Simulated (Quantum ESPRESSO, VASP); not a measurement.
The input files of a VASP run:

### INCAR
```
ISIF = 3
EDIFFG = -0.01
ISMEAR = 0
GGA = PS   ! PBEsol
NELM = 100   ! most electronic steps
LCHARG = .False.
LASPH = .True.   ! aspherical one-centre terms
ENCUT = 400
NSW = 50   ! most ionic steps
LREAL = .False.
SIGMA = 0.05   ! width (eV)
LWAVE = .False.
SYSTEM = C
IBRION = 2   ! conjugate gradients
ALGO = Normal   ! blocked Davidson
PREC = Accurate
EDIFF = 1E-6
```

**KPOINTS**
```
K-points
0
gamma
16 16 9
0 0 0
```

File POSCAR:
```
C
1
    2.1273200000    -1.2282800000     0.0000000000
    2.1273200000     1.2282800000     0.0000000000
   -1.3790690000     0.0000000000     3.5028350000
C
2
Direct
  0.8333600000   0.8333600000   0.0000900000
  0.1666400000   0.1666400000   0.9999100000
```

POTCAR, in this order: C (PBE.64 set). Program: vasp_std.

Question: Write an input for Quantum ESPRESSO that does the same calculation.

Answer: One input that does it (PBEsol, SSSP 1.1.2 efficiency (PBE) pseudopotentials):
```
&control
    calculation = 'vc-relax'
    prefix = 'c'
    outdir = './work'
    pseudo_dir = './'
    verbosity = 'high'
/
&system
    ibrav = 0
    nat = 2
    ntyp = 1
    ecutwfc = 45
    ecutrho = 360
    occupations = 'smearing'
    smearing = 'gauss'
    degauss = 0.0036749
    input_dft = 'pbesol'
/
&electrons
    conv_thr = 1.0d-8
/
&ions
/
&cell
/
ATOMIC_SPECIES
C     12.0110  C.pbe-n-kjpaw_psl.1.0.0.UPF
ATOMIC_POSITIONS crystal
C     0.83336000    0.83336000    0.00009000
C     0.16664000    0.16664000    0.99991000
K_POINTS automatic
16 16 9  0 0 0
CELL_PARAMETERS angstrom
   2.12732000    -1.22828000     0.00000000
   2.12732000     1.22828000     0.00000000
  -1.37906900     0.00000000     3.50283500
```
Both inputs were run and reached self-consistency, which says nothing on mesh or cut-off. Potentials, basis and cut-offs are each code's own, so they don't translate, and total energies aren't comparable.

The structure comes from a computed database's C entry; how it stands against other phases isn't given here.
